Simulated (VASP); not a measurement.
## Al2Pd2 (ordered alloy cell): computed properties

Method: PBEsol GGA, VASP's PBE PAW potentials (set 64) (plane waves; VASP).

For Al2Pd2, the space group is R-3m (166) and the cell is a = 2.8809 Å, b = 2.8809 Å, c = 24.9636 Å, α = 90.00°, β = 90.00°, γ = 120.00°. The volume per atom is 14.95 Å³/atom and the band gap (over mesh and band path) is none (metal, semimetal or under 0.01 eV). The density is 7.41 g/cm³.

```
AlPd
1.0
    0.00000     2.03708     2.03708
    2.03708     0.00000     2.03708
    7.52035     7.52035     0.62798
Pd Al
2 2
Direct
  0.01762   0.01762   0.98679
  0.98238   0.98238   0.26321
  0.01589   0.01589   0.48808
  0.98411   0.98411   0.76192
```

The structure was generated: Al2Pd2 was put into an ordered model structure (R-3m), which need not be its known phase. It was relaxed first. Symmetry was kept, so distortions that lower it aren't found.
